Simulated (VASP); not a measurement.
An input for Ansatz (written as the equivalent of a VASP run, and not itself run):

Ansatz 0.2 input:
```yaml
crystal:
  lattice:
    - [1.9227000, -3.3302140, 0.0000000]
    - [1.9227000, 3.3302140, 0.0000000]
    - [0.0000000, 0.0000000, 12.4032000]
  atoms:
    - { symbol: La, position: [0.0000000, 0.0000000, 0.5000000] }
    - { symbol: La, position: [0.0000000, 0.0000000, 0.0000000] }
    - { symbol: La, position: [0.3333330, 0.6666670, 0.2500000] }
    - { symbol: La, position: [0.6666670, 0.3333330, 0.7500000] }
kpoints:
  mp_grid: { grid: [3, 3, 1] }
hamiltonian:
  xc: pbe
  pseudopotentials: { kind: paw }
scf:
  occupations: { method: methfessel_paxton, width: 0.1 }
  max_iter: 100
output: { forces: true, stress: true, eigenvalues: true }
```

### Question
Write the VASP files for the same calculation (PBE).

### Answer
One answer among several that fit: 
POSCAR:
```
La
1
    1.9227000000    -3.3302140000     0.0000000000
    1.9227000000     3.3302140000     0.0000000000
    0.0000000000     0.0000000000    12.4032000000
La
4
Direct
  0.0000000000   0.0000000000   0.5000000000
  0.0000000000   0.0000000000   0.0000000000
  0.3333330000   0.6666670000   0.2500000000
  0.6666670000   0.3333330000   0.7500000000
```

### KPOINTS
```
Automatic mesh
0
Gamma
3 3 1
0 0 0
```

**INCAR**
```
SYSTEM  =  La
PREC  =  Accurate; ENCUT  =  400; LREAL  =  .FALSE.
LASPH  =  .TRUE.
EDIFF  =  1E-6; NELM  =  100; ALGO  =  Normal
LMAXMIX  =  6
ISMEAR  =  1; SIGMA  =  0.1
GGA  =  PE
ISIF  =  2
LWAVE  =  .FALSE.; LCHARG  =  .FALSE.
```

POTCAR, in this order: La (PBE.64 set). Program: vasp_std.

The two are equivalent in intent, not identical: each code has its own PAW files, so the cut-off isn't converted (ENCUT is set for VASP's; basis.ecutwfc is left out, and Ansatz then takes the one that its files recommend); Ansatz stops its SCF on the density residual and VASP on the energy change (EDIFF).

The compound is La in the dhcp structure. The cell was not relaxed at this level. The k-mesh is coarse (spacing up to 0.63 per Å, 2π included), so the numbers may not be converged in it. The run is one of a series of settings (KPOINTS 3×3×1 Γ-centred mesh against the base run), some of them coarse on purpose.
